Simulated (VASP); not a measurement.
Consider the following.

```yaml
crystal:
  lattice:
    - [-1.92353, 1.92353, 4.65675]
    - [1.92353, -1.92353, 4.65675]
    - [1.92353, 1.92353, -4.65675]
  atoms:
    - { symbol: Gd, position: [0.00000, 0.00000, 0.00000] }
    - { symbol: Ni, position: [0.25000, 0.75000, 0.50000] }
    - { symbol: Ni, position: [0.75000, 0.25000, 0.50000] }
    - { symbol: P, position: [0.62451, 0.62451, 0.00000] }
    - { symbol: P, position: [0.37549, 0.37549, 0.00000] }
```

Computed with PBEsol GGA, VASP's PBE PAW potentials (set 64) (plane waves; VASP). Settings: 400 eV cut-off, 13×13×13 Γ-centred mesh, tetrahedra with Blöchl corrections, potentials Gd_3 Ni P.

The 4f electrons are frozen in the core of the lanthanide potential, so 4f levels, which can set the real gap, and their magnetism are missing.

Q: Estimate the energy per atom (σ→0), band gap (on the k-mesh) with the smallest direct gap where there is one.

A: 
```json
{
  "band gap (on the k-mesh)": "none (metal, semimetal or under 0.01 eV)",
  "energy per atom (σ→0)": "-6.895 eV/atom"
}
```

Total energies compare only between runs with the same potentials, cut-off and functional.

The structure comes from a computed database's GdNi2P2 entry (I4/mmm); how it stands against other phases isn't given here. It was relaxed first. The run is not spin-polarised, so no magnetic state was tried. The electron count is odd and the run is not spin-polarised, which forces a metal.
